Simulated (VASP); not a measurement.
```
CELL_PARAMETERS angstrom
      2.91000     0.00000     0.00000
      0.00000     2.91000     0.00000
      0.00000     0.00000     2.91000
ATOMIC_POSITIONS crystal
  Al 0.50000 0.50000 0.50000
  Fe 0.00000 0.00000 0.00000
```

Calculation: PBE GGA, VASP's PBE PAW potentials (set 64) (plane waves; VASP). Numerical set-up: 400 eV cut-off, 7×7×7 Γ-centred mesh, first-order Methfessel-Paxton smearing of 0.10 eV, potentials Al Fe.

Gaps are read on the run's mesh, which can miss a band edge.

### Question
What does the run give for the energy per atom (σ→0), pressure, band gap (on the k-mesh) with the smallest direct gap where there is one?

### Answer

The band gap (on the k-mesh) comes out as none (metal, semimetal or under 0.01 eV) and the energy per atom (σ→0) comes out as -6.300 eV/atom. The pressure is -7.37 GPa.

The absolute energy has meaning only against runs of the same code, potentials and settings.

The compound is FeAl in the CsCl type structure. The cell was not relaxed at this level. The k-mesh is coarse (spacing up to 0.31 per Å, 2π included), so the numbers may not be converged in it. The run is one of a series of settings (KPOINTS 7×7×7 Γ-centred mesh against the base run), some of them coarse on purpose. The run is not spin-polarised, so no magnetic state was tried. The electron count is odd and the run is not spin-polarised, which forces a metal.
